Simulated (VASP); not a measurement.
A VASP calculation is set up with these files.

### POSCAR
```
ZrSi
1
    0.0000000000     3.0888000000     3.0888000000
    3.0888000000     0.0000000000     3.0888000000
    3.0888000000     3.0888000000     0.0000000000
Zr Si
1 1
Direct
  0.0000000000   0.0000000000   0.0000000000
  0.5000000000   0.5000000000   0.5000000000
```

**INCAR**
```
SYSTEM = ZrSi
PREC = Accurate; ENCUT = 400; LREAL = F
LASPH = T
EDIFF = 1E-6; NELM = 100; ALGO = Normal
LMAXMIX = 4
ISMEAR = 1; SIGMA = 0.1
GGA = PE
IBRION = 2; NSW = 60; ISIF = 3
EDIFFG = -0.01
LWAVE = F; LCHARG = F
```

File KPOINTS:
```
Automatic
0
G
  9 9 9
0 0 0
```

POTCAR, in this order: Zr_sv Si (PBE.64 set). Program: vasp_std.

Task: Write an equivalent input for Quantum ESPRESSO's pw.x.

Result: One equivalent input (not run):
```
&CONTROL
  calculation = 'vc-relax'
  pseudo_dir = './pseudo'
  outdir = './out'
  tprnfor = .true.
  tstress = .true.
  nstep = 60
  forc_conv_thr = 0.00039
/
&SYSTEM
  ibrav = 0
  nat = 2
  ntyp = 2
  ecutwfc = 66
  occupations = 'smearing'
  smearing = 'methfessel-paxton'
  degauss = 0.00735
  input_dft = 'pbe'
/
&ELECTRONS
  conv_thr = 7.3e-08
  electron_maxstep = 100
/
&IONS
/
&CELL
/
ATOMIC_SPECIES
  Zr 91.224 Zr.upf
  Si 28.085 Si.upf
CELL_PARAMETERS angstrom
     0.0000000    3.0888000    3.0888000
     3.0888000    0.0000000    3.0888000
     3.0888000    3.0888000    0.0000000
ATOMIC_POSITIONS crystal
  Zr   0.0000000  0.0000000  0.0000000
  Si   0.5000000  0.5000000  0.5000000
K_POINTS automatic
  9 9 9 0 0 0
```
Limits of the translation: the potentials are each code's own (VASP's PAW set, PseudoDojo norm-conserving files in pw.x), so ENCUT and ecutwfc are chosen apart and not converted; conv_thr bounds pw.x's estimated SCF error, while EDIFF bounds the energy change between steps; forc_conv_thr acts on force components and is met together with etot_conv_thr.

The structure was generated: ZrSi was put into the rock salt type (Fm-3m), which need not be its known phase. This run relaxes it. Symmetry was kept, so distortions that lower it aren't found.
